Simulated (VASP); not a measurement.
Here is the system:

```xyz
4
Lattice="3.1133 0.0000 0.0000 -1.5566 2.6962 0.0000 0.0000 0.0000 5.6110" Properties=species:S:1:pos:R:3 pbc="T T T"
Hf     0.0000     0.0000     0.0000
Hf     0.0000     0.0000     2.8055
N      0.0000     1.7974     1.4028
N      1.5566     0.8987     4.2083
```

These are PBEsol GGA, VASP's PBE PAW potentials (set 64) (plane waves; VASP) values and carry that method's errors. Run with 520 eV cut-off, Gaussian smearing of 0.050 eV, potentials Hf_pv N.

Q: Give the energies of bands 9 to 18 at the high-symmetry points, in eV from the Fermi level.

A: 
```tsv
band	Γ	M	K	A	L	H
9	-8.39	-8.20	-6.73	-6.23	-6.89	-6.46
10	-5.10	-6.59	-6.44	-6.23	-6.89	-6.46
11	-5.10	-5.40	-6.44	-4.06	-4.95	-5.23
12	-2.93	-4.67	-5.18	-4.06	-4.95	-5.23
13	-2.90	-3.87	-5.18	-4.06	-4.31	-4.93
14	-2.29	-2.93	-3.20	-4.06	-4.31	-4.93
15	-2.29	-2.76	1.35	0.82	-0.70	0.80
16	0.88	0.08	1.69	0.82	-0.70	0.80
17	0.88	4.00	1.69	1.83	4.46	3.29
18	0.89	4.66	2.12	1.83	4.46	3.29
```

It has no gap at this level: it comes out as a metal or semimetal.

The structure was generated: HfN was put into the NiAs type (P6_3/mmc), which need not be its known phase. It was relaxed first, which changed the volume by -53 %.
